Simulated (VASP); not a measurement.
Given:

```
CELL_PARAMETERS angstrom
      0.00000     3.20388     3.20388
      3.20388     0.00000     3.20388
      3.20388     3.20388     0.00000
ATOMIC_POSITIONS crystal
  Sn 0.00000 0.00000 0.00000
  Te 0.50000 0.50000 0.50000
```

Method: PW91 GGA, VASP's PBE PAW potentials (set 64) (plane waves; VASP). Numerical set-up: 520 eV cut-off, 8×8×8 Γ-centred mesh, tetrahedra with Blöchl corrections, potentials Sn_d Te.

Unless said otherwise, spin-orbit coupling is left out, though it shifts the bands of the heavy elements here.

### Question
Predict the energy per atom (σ→0), band gap (on the k-mesh) with the smallest direct gap where there is one.

### Answer

- band gap (on the k-mesh): 0.05 eV
- smallest direct gap (on the k-mesh): 0.05 eV
- energy per atom (σ→0): -3.809 eV/atom

The compound is SnTe in the rock salt structure, which distorts at low temperature. It was relaxed first.
